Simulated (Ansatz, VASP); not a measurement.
**Zn (Zinc) in two plane-wave programs**

Wanted: the spread between two codes on one cell, functional and k mesh. The cell is taken from a series of runs on this material, whose earlier steps may have relaxed, scaled, displaced or heated it; both programs get it as it stands.

Main program and level: Ansatz 0.2.0; plane waves, with VASP 6.6.1 beside it; zone-centre phonons at LDA.

## Step 1: Starting point

Symmetry: P6_3/mmc, No. 194, hexagonal system. Conventional cell: a = 2.566 Å, b = 2.566 Å, c = 4.709 Å, α = 90.00°, β = 90.00°, γ = 120.00°. Zn has 12 Zn at 2.57 to 2.78 Å nearest.

## Step 2: Ansatz: zone-centre phonons, LDA

Ansatz runs on its PAW soft_1 files.

Second derivatives magnify differences that forces hide, and they need a tight electronic threshold.

The input, input.yaml:

```yaml
crystal:
  lattice:
    - [2.5656737456, 0.0, 0.0]
    - [-1.2828368728, 2.2219386415, 0.0]
    - [0.0, 0.0, 4.7090210412]
  atoms:
    - { symbol: Zn, position: [0.3333333319, 0.6666666681, 0.25] }
    - { symbol: Zn, position: [0.6666666681, 0.3333333319, 0.75] }
kpoints:
  mp_grid: { grid: [18, 18, 10] }
hamiltonian:
  xc: lda
  pseudopotentials: { kind: paw, azcp: { folder: soft_1 }, xc_functional: pbe }
scf:
  occupations: { method: methfessel_paxton, width: 0.2 }
output:
  eigenvalues: true
phonons:
  method: dfpt
```

Run with:

```
ansatz run input.yaml --threads 4 --pin off --max-ram 10240MiB --backend cpu --events-out ev --progress --plain --runs-dir out
```

Numbers of over 12 decimals in the logs are rounded to 6 here.

The log of the run:

```text
zone centre: on kpoints.mp_grid the ground state, and the responses unless they are solved on pairs of k-points, stand on 546 of the mesh's 3240 k-points, reduced under 4 symmetry operations, with k and −k counted as one. Each operation leaves every solved displacement unchanged or reverses it
Engine: ansatz 0.2.0, aarch64-unknown-linux-gnu
Pseudopotentials: kind: paw
Pseudopotential: Zn, paw, valence charge 12, recommended cutoff 420 eV (normal), soft_1/Zn.paw.azcp
Functional definition: SPW92
  exchange = slater_x
  correlation = pw_c
Crystal: 2 atoms, lattice volume = 26.845 Å³
Basis set: ecut = 420 eV, 513 PW (Γ), exchange–correlation on 36×36×64 points (8 copies of the dense FFT grid, shifted against one another)
Bands: 16, of which v1, the nominal top of the filled ones, is band 12 counted from 1 (11 counted from 0)
Symmetry: 24 space group operations
k-points: 546 of 3240 (irreducible under 4 space group operations, time reversal used)
Non-local potential: Zn, projectors of the file, l = 0: 2, l = 1: 2, l = 2: 3, l = 3: 1
PAW form: soft (Blöchl's): semilocal exchange-correlation on the pseudo side does not see the compensation charge
PAW frozen core: Zn, regenerated for the run's functional, and the local potential with it (the file was generated under x = pbe(κ = 0.804, μ = 0.219515), c = pbe(β = 0.066725))
PAW one-centre angular grid: Zn, 590 points (default); XC on 64 Gauss nodes
Initial density: superposition of atomic densities (chi_scale 0.1, normalization cell)
Initial wavefunctions: pseudopotential atomic-orbital guess
Functional: x = slater, c = lda
SCF iter   1: F=—  HF=-6492.858700 eV  |F-HF|=—  |Δ(HF+E_count)|=         —  Δρ=7.48e-2  dr2=1.07e0  ethr=3.10e-3  ⟨swp⟩=5.7  Hψ=52184  notcnv=0
preconditioner: auto → none  [metal: Δε(μ)=0.018 eV  Ē_g=13.200 eV  σ=0.200 eV  W_gap=0.07  n_scr=4 (ndim 8)  ℏωp=35.1 eV  f_vac=0.000  D(μ)=0.29/eV (n_scr^D=2)  sad-step TF]
SCF iter   2: F=—  HF=-6492.584826 eV  |F-HF|=—  |Δ(HF+E_count)|=   2.74e-1  S|Δr|=    0.00e0  Δρ=2.45e-2  dr2=7.33e-2  ethr=3.10e-3  ⟨swp⟩=2.0  Hψ=21557  notcnv=0  defer=7
SCF iter   3: F=—  HF=-6492.525242 eV  |F-HF|=—  |Δ(HF+E_count)|=   5.96e-2  S|Δr|=    0.00e0  Δρ=1.09e-2  dr2=2.17e-2  ethr=3.05e-4  ⟨swp⟩=2.0  Hψ=20291  notcnv=0  defer=7
SCF iter   4: F=—  HF=-6492.522806 eV  |F-HF|=—  |Δ(HF+E_count)|=   2.44e-3  S|Δr|=    0.00e0  Δρ=5.51e-3  dr2=2.41e-3  ethr=9.05e-5  ⟨swp⟩=2.0  Hψ=14591  notcnv=0  defer=7
SCF iter   5: F=—  HF=-6492.524011 eV  |F-HF|=—  |Δ(HF+E_count)|=   1.21e-3  S|Δr|=    0.00e0  Δρ=6.77e-4  dr2=3.46e-5  ethr=1.00e-5  ⟨swp⟩=2.0  Hψ=15489  notcnv=0  defer=7
SCF iter   6: F=—  HF=-6492.524026 eV  |F-HF|=—  |Δ(HF+E_count)|=   1.57e-5  S|Δr|=    0.00e0  Δρ=6.21e-5  dr2=3.05e-7  ethr=1.44e-7  ⟨swp⟩=2.0  Hψ=15262  notcnv=0  defer=7
SCF iter   7: F=—  HF=-6492.524027 eV  |F-HF|=—  |Δ(HF+E_count)|=   7.80e-7  S|Δr|=    0.00e0  Δρ=2.51e-6  dr2=8.41e-10  ethr=1.27e-9  ⟨swp⟩=2.0  Hψ=15151  notcnv=0  defer=7
SCF iter   8: F=-6492.524027 eV  HF=-6492.524027 eV  |F-HF|=0.00e0  |Δ(HF+E_count)|=  2.73e-11  S|Δr|=    0.00e0  Δρ=1.28e-7  dr2=1.65e-12  ethr=1.00e-12  ⟨swp⟩=5.6  Hψ=54033  notcnv=0
SCF 1 converged in 8 iterations: F = -6492.524027 eV  dr2 = 1.65e-12
  greatest PAW one-centre occupation: 0.981 electrons in one spin orbital (limit 2), on the Zn atom at site 1 (counted from 0), in its partial waves of l = 2
DFPT response loops at Γ: preconditioner auto → Kerker (q_TF=auto, 2.678 Å⁻¹) (partly filled bands, converged f_vac=0.000); β = 1.00, the filter's whole step (`scf.mixing.beta` (0.50) is not read by the response loops under this deck's `scf.mixing.preconditioner`; to damp them name `kerker` or `kerker_dos`, under which they read `scf.mixing.beta`, and type it under 1.00, their step now; both keys bind the ground state too); Broyden in place of MSR1
SCF converged after 8 iterations
Stability not checked: this state was not tested for a lower state beside it, because cold or Methfessel-Paxton smearing, or corrected tetrahedra, fill the levels in a way that the test cannot read (fill_not_monotonic; see scf.lower_state_search)
Free energy (F): -6492.524027 eV
Harris-Foulkes:  -6492.524027 eV  (|F-HF|=0.00e0)
Internal energy: -6492.525477 eV  (E = F + TS)
E sigma→0 (E₀):  -6492.524390 eV
Entropy (-TS):   0.001449 eV (0.725 meV/atom)
Fermi energy:    12.640541 eV
--- Per-component energies (eV) ---
  E_band       = 124.522090
  E_kinetic    = 299.672468
  E_local      = -3359.391668  (includes V_loc(G=0)·N_el)
  E_nonlocal   = 1636.891641
  E_hartree    = 1245.813864
  E_xc         = -158.177268
  E_vxc        = -106.680145  (∫ρ·V_xc dr)
  E_paw        = -3645.879330  (= ΣΔE_a)
  E_vpaw       = -837.597488  (= ΣTr[D̂ρ^β])
  E_aug_tail   = -0.000451  (compensation charges beyond the density's cutoff)
  E_ewald      = -2514.569020
  E_core_change = 3.114287  (= ΣΔE_core)
  E_smearing   = 0.001449  (= −TS)
  E_closure    = 0.000000  (closes the sum)
  Σ components = -6492.524027   (vs F -6492.524027, Δ=0.00e0)
--- Band table (eV; the first three rows and the last of 546) ---
  k-point 0: bands = [... 8 lower, 4.9671, 5.2469, 5.2469, 8.3689, 9.7368, 27.5635, 31.1922, 31.1922]
  k-point 1: bands = [... 8 lower, 4.9771, 5.2423, 5.2423, 7.5592, 10.6937, 26.3353, 31.2609, 31.2609]
  k-point 2: bands = [... 8 lower, 5.0046, 5.2285, 5.2285, 6.4648, 12.2374, 24.2120, 31.4637, 31.4637]
  k-point 545: bands = [... 8 lower, 5.3144, 5.3144, 9.6248, 9.6248, 16.7590, 16.7590, 18.4166, 18.4166]
--- Phonons (Γ-DFPT): 2 representative perturbations + reference, on 546 of 3240 k-points (Σ response iterations 7) ---
  k mesh reduced under 4 symmetry operations, with k and −k counted as one. Each operation leaves every solved displacement unchanged or reverses it
  ASR residual: 4.711e-5 → 0.000e0 eV/Å²; symmetrization residual: 1.866e-13 eV/Å²
  ASR residual per site (eV/Å²): 4.71e-5 4.71e-5
  Γ frequencies (cm⁻¹): 0.00 0.00 0.00 81.49 81.49 167.32
  non-analytic LO–TO correction: not included (Born effective charges unavailable; polar crystals: no LO–TO splitting at Γ)
```

In the SCF lines HF is the Harris–Foulkes energy and dr2 the Hartree energy of the density residual, in eV; the loop may stop once dr2 is under the threshold and the program's other checks hold. Hψ counts applications of the Hamiltonian.

## Step 3: VASP: zone-centre phonons, LDA

The same cell, functional (in two slightly different forms), mesh and smearing now go to VASP, with its own data sets.

Lines of VASP's logs that name or quote its potential files are left out, and so is its time.

The input, INCAR:

```
SYSTEM = Zn
PREC = Accurate
ENCUT = 500
EDIFF = 1E-08
NELM = 120
ISMEAR = 1
SIGMA = 0.2
LREAL = .FALSE.
ALGO = Normal
GGA = CA
NBANDS = 18
LORBIT = 11
LWAVE = .FALSE.
LCHARG = .FALSE.
ISIF = 2
IBRION = 8
LASPH = .TRUE.
GGA_COMPAT = .FALSE.
KPAR = 2
```

The input, POSCAR:

```
Zn
1.0
    2.5656737456      0.0000000000      0.0000000000
   -1.2828368728      2.2219386415      0.0000000000
    0.0000000000      0.0000000000      4.7090210412
Zn
2
Direct
    0.3333333319      0.6666666681      0.2500000000
    0.6666666681      0.3333333319      0.7500000000
```

The input, KPOINTS:

```
Automatic mesh
0
Gamma
18 18 10
0 0 0
```

Potentials, in the order of the species: Zn (LDA family, release 64).

Run with:

```
mpirun -np 2 vasp_std
```

The log of the run:

```text
[banner, memory and clock lines left out]
running    2 mpi-ranks, on    1 nodes
 distrk:  each k-point on    1 cores,    2 groups
 distr:  one band on    1 cores,    1 groups

 POSCAR found type information on POSCAR Zn
 POSCAR found :  1 types and       2 ions
 LDA part: xc-table for (Slater(with rela. corr.)+CA(PZ))
 , standard interpolation
 POSCAR, INCAR and KPOINTS ok, starting setup
 FFT: planning ... GRIDC
 FFT: planning ... GRID_SOFT
 FFT: planning ... GRID
 WAVECAR not read
 entering main loop
       N       E                     dE             d eps       ncg     rms          rms(c)
DAV:   1     0.105815385284E+03    0.10582E+03   -0.12331E+04  8296   0.214E+03
DAV:   2     0.117438599088E+00   -0.10570E+03   -0.10297E+03  8048   0.299E+02
DAV:   3    -0.406077772756E+01   -0.41782E+01   -0.41634E+01  8858   0.682E+01
DAV:   4    -0.408240127500E+01   -0.21624E-01   -0.21618E-01  8908   0.493E+00
DAV:   5    -0.408242873490E+01   -0.27460E-04   -0.27459E-04  8602   0.157E-01    0.532E+00
DAV:   6    -0.378282126147E+01    0.29961E+00   -0.11430E+00  8636   0.241E+01    0.372E+00
DAV:   7    -0.375984314788E+01    0.22978E-01   -0.47045E-02 10168   0.391E+00    0.186E+00
DAV:   8    -0.374965669784E+01    0.10186E-01   -0.30262E-03 11088   0.802E-01    0.542E-02
DAV:   9    -0.374962062787E+01    0.36070E-04   -0.26829E-04 10450   0.201E-01    0.291E-02
DAV:  10    -0.374962384921E+01   -0.32213E-05   -0.17834E-05  8744   0.384E-02    0.239E-03
DAV:  11    -0.374962384761E+01    0.16003E-08   -0.68698E-07  8790   0.110E-02    0.202E-03
DAV:  12    -0.374962385099E+01   -0.33788E-08   -0.11087E-08  6374   0.136E-03
   1 F= -.37496239E+01 E0= -.37501003E+01  d E =0.142929E-02
 Linear response reoptimize wavefunctions to high precision
DAV:   1    -0.374962384438E+01    0.66057E-08   -0.28052E-08  8268   0.349E-03
DAV:   2    -0.374962384442E+01   -0.35016E-10   -0.44225E-10  4804   0.196E-04
 Linear response DOF=           2
 Linear response progress:
  Degree of freedom:   1/  2
       N       E                     dE             d eps       ncg     rms          rms(c)
RMM:   1    -0.200919909936E+00   -0.20092E+00   -0.78352E-04 48120   0.188E+00
RMM:   2    -0.200542709360E+00    0.37720E-03   -0.90605E-04 51180   0.335E-01    0.521E-02
RMM:   3    -0.200176289952E+00    0.36642E-03   -0.54244E-05 62798   0.590E-02    0.293E-02
RMM:   4    -0.199817716859E+00    0.35857E-03   -0.45883E-05 61367   0.526E-02    0.272E-03
RMM:   5    -0.199832830899E+00   -0.15114E-04   -0.72662E-07 65396   0.549E-03    0.133E-03
RMM:   6    -0.199833289737E+00   -0.45884E-06   -0.55953E-08 65225   0.143E-03    0.150E-04
RMM:   7    -0.199833939534E+00   -0.64980E-06    0.69614E-09 64962   0.382E-04    0.442E-05
RMM:   8    -0.199833433421E+00    0.50611E-06    0.71536E-09 65727   0.124E-04    0.653E-06
RMM:   9    -0.199833321872E+00    0.11155E-06    0.12745E-08 64643   0.625E-05    0.193E-06
RMM:  10    -0.199833333617E+00   -0.11745E-07    0.58478E-09 54929   0.449E-05    0.427E-07
RMM:  11    -0.199833338139E+00   -0.45221E-08   -0.63886E-10 41680   0.406E-05    0.233E-07
 first order change of Fermi-energy  -0.15400E-04
 force on displaced ion       1 direction 1 :  -0.764   0.000   0.000
 Linear response progress:
  Degree of freedom:   2/  2
       N       E                     dE             d eps       ncg     rms          rms(c)
RMM:   1    -0.226768516095E+00   -0.22677E+00   -0.44192E-03 16615   0.216E+00
RMM:   2    -0.223147657282E+00    0.36209E-02   -0.14866E-03 16651   0.590E-01    0.561E-02
RMM:   3    -0.223161368276E+00   -0.13711E-04   -0.18201E-04 21167   0.837E-02    0.323E-02
RMM:   4    -0.223094448482E+00    0.66920E-04   -0.11348E-04 20963   0.364E-02    0.431E-03
RMM:   5    -0.223089611250E+00    0.48372E-05   -0.30178E-05 21811   0.586E-03    0.155E-03
RMM:   6    -0.223092432285E+00   -0.28210E-05   -0.95383E-06 21819   0.177E-03    0.270E-04
RMM:   7    -0.223092737495E+00   -0.30521E-06   -0.29209E-06 20681   0.567E-04    0.708E-05
RMM:   8    -0.223092363565E+00    0.37393E-06   -0.11035E-06 19877   0.186E-04    0.365E-05
RMM:   9    -0.223091796885E+00    0.56668E-06   -0.37885E-07 21907   0.887E-05    0.522E-06
RMM:  10    -0.223091821181E+00   -0.24296E-07   -0.15714E-07 21438   0.479E-05    0.152E-06
RMM:  11    -0.223091807382E+00    0.13799E-07   -0.67352E-08 17986   0.389E-05    0.505E-07
RMM:  12    -0.223091803454E+00    0.39283E-08   -0.21454E-08 12652   0.362E-05    0.868E-08
 first order change of Fermi-energy  -0.17012E-04
 force on displaced ion       1 direction 3 :   0.000  -0.000  -3.479
 Linear response finished
```

From OUTCAR (step 3):

```text
ion  position               nearest neighbor table
   1  0.333  0.667  0.250-   2 2.78   2 2.78   2 2.78   2 2.78   2 2.78   2 2.78
   2  0.667  0.333  0.750-   1 2.78   1 2.78   1 2.78   1 2.78   1 2.78   1 2.78

  LATTYP: Found a hexagonal cell.
 ALAT       =     2.5656737456
 C/A-ratio  =     1.8353935489

 Subroutine GETGRP returns: Found 24 space group operations
 (whereof 12 operations were pure point group operations)

The static configuration has the point symmetry D_3d.
 The point group associated with its full space group is D_6h.

 Found    222 irreducible k-points:

   k-points           NKPTS =    222   k-points in BZ     NKDIM =    222   number of bands    NBANDS=     18

   dimension x,y,z NGX =    20 NGY =   20 NGZ =   36
   dimension x,y,z NGXF=    40 NGYF=   40 NGZF=   72

   ENCUT  =  500.0 eV  36.75 Ry    6.06 a.u.   4.68  4.68  8.59*2*pi/ulx,y,z

   NELECT =      24.0000    total number of electrons

 k-points in reciprocal lattice and weights: Automatic mesh
   0.00000000  0.00000000  0.00000000       0.000
   0.05555556  0.00000000  0.00000000       0.002
   0.11111111  0.00000000  0.00000000       0.002
   0.16666667 -0.00000000  0.00000000       0.002
   0.22222222 -0.00000000  0.00000000       0.002
   0.27777778  0.00000000  0.00000000       0.002
   0.33333333 -0.00000000  0.00000000       0.002
   0.38888889  0.00000000  0.00000000       0.002
   0.44444444 -0.00000000  0.00000000       0.002
[...]
0.33333333  0.27777778  0.50000000       0.004
   0.33333333  0.33333333  0.50000000       0.001

 average (electrostatic) potential at core
       1 -37.3941       2 -37.3941

  Total        0.1583816      0.1583816      0.5786512      0.0000000     -0.0000000      0.0000000
  in kB        9.4525985      9.4525985     34.5353072      0.0000000     -0.0000000      0.0000000
  external PRESSURE =      17.8135014 kB  Pullay stress =       0.0000000 kB

  energy-cutoff  :      500.00
  volume of cell :       26.85
      direct lattice vectors                 reciprocal lattice vectors
     2.565673746  0.000000000  0.000000000     0.389761170  0.225028716  0.000000000
    -1.282836873  2.221938641  0.000000000     0.000000000  0.450057432  0.000000000
     0.000000000  0.000000000  4.709021041     0.000000000  0.000000000  0.212358363

 POSITION                                       TOTAL-FORCE (eV/Angst)
 -----------------------------------------------------------------------------------
     -0.00000      1.48129      1.17726         0.000000     -0.000000      0.000000
      1.28284      0.74065      3.53177        -0.000000      0.000000      0.000000
 -----------------------------------------------------------------------------------
    total drift:                               -0.000000      0.000000      0.000000

 Eigenvectors and eigenvalues of the dynamical matrix
 ----------------------------------------------------

   1 f  =    5.099827 THz    32.043160 2PiTHz  170.111927 cm-1    21.091181 meV
             X         Y         Z           dx          dy          dz
     -0.000000  1.481292  1.177255     0.000000   -0.000000    0.707107
      1.282837  0.740646  3.531766    -0.000000    0.000000   -0.707107

   2 f  =    2.390525 THz    15.020111 2PiTHz   79.739328 cm-1     9.886412 meV
             X         Y         Z           dx          dy          dz
     -0.000000  1.481292  1.177255     0.707107   -0.000001    0.000000
      1.282837  0.740646  3.531766    -0.707107    0.000001    0.000000

   3 f  =    2.390525 THz    15.020111 2PiTHz   79.739328 cm-1     9.886412 meV
             X         Y         Z           dx          dy          dz
     -0.000000  1.481292  1.177255    -0.000001   -0.707107    0.000000
      1.282837  0.740646  3.531766     0.000001    0.707107    0.000000

   4 f  =    0.000000 THz     0.000000 2PiTHz    0.000001 cm-1     0.000000 meV
             X         Y         Z           dx          dy          dz
     -0.000000  1.481292  1.177255     0.209489   -0.579725   -0.346459
      1.282837  0.740646  3.531766     0.209489   -0.579725   -0.346459

   5 f  =    0.000000 THz     0.000000 2PiTHz    0.000001 cm-1     0.000000 meV
             X         Y         Z           dx          dy          dz
     -0.000000  1.481292  1.177255     0.658777    0.095512    0.238517
      1.282837  0.740646  3.531766     0.658777    0.095512    0.238517

   6 f/i=    0.000000 THz     0.000000 2PiTHz    0.000001 cm-1     0.000000 meV
             X         Y         Z           dx          dy          dz
     -0.000000  1.481292  1.177255     0.148751    0.393442   -0.568398
      1.282837  0.740646  3.531766     0.148751    0.393442   -0.568398

 ELASTIC MODULI CONTR FROM IONIC RELAXATION (kBar)
 Direction    XX          YY          ZZ          XY          YZ          ZX
 --------------------------------------------------------------------------------
 XX          -0.5676      0.5676     -0.0000     -0.0000      0.0000      0.0000
 YY           0.5676     -0.5676      0.0000      0.0000      0.0000      0.0000
 ZZ          -0.0000      0.0000     -0.0000     -0.0000      0.0000      0.0000
 XY          -0.0000      0.0000     -0.0000     -0.5676      0.0000      0.0000
 YZ           0.0000      0.0000      0.0000      0.0000      0.0000      0.0000
 ZX           0.0000      0.0000      0.0000      0.0000      0.0000      0.0000
 --------------------------------------------------------------------------------
```

## Step 4: Comparison

Known differences besides the potentials themselves: the two LDA forms differ slightly; the cutoff is 420 eV in Ansatz and 500 eV in VASP; VASP's log shows a relativistic correction to its local exchange, Ansatz's none. Total energies have different zeros and are not compared.

The two programs side by side:

```
                  quantity  Ansatz   VASP  difference
optical mode 1 to 2 (cm⁻¹)    81.5   79.7     +2.20 %
     optical mode 3 (cm⁻¹)   167.3  170.1     -1.64 %
```

Modes are paired by rising frequency, not by their patterns, so a pair may set unlike modes beside each other; they are those without the splitting of longitudinal modes.

## Step 5: Outcome

```json
{
  "r.m.s. difference of the optical zone-centre modes, each program's sorted by frequency (zone-centre phonons, LDA)": "2.2 cm⁻¹",
  "difference in optical mode 1 to 2 (zone-centre phonons, LDA)": "+2.2 %"
}
```

What this shows: The r.m.s. difference of the optical zone-centre modes, each program's sorted by frequency is 2.2 cm⁻¹ (zone-centre phonons, LDA). Among the rows given in per cent, the largest difference of the zone-centre phonons, LDA pair is in optical mode 1 to 2, +2.2 %. Such differences can come from data sets, numerical settings and the points named under the comparisons, not from the functional's error against experiment.

[Lines on the potential files, build, host, timing and source positions are cut from VASP's logs without a mark.]

[Logs are printed without paths, hosts, clocks, repeated set-up lines and the standing remarks that a program may print on its own settings, such as how far it seeks lower states.]

[Hosts, paths, dates, database ids (printed as entryN), source tags and the programs' standing remarks are cut or masked in the printed files.]
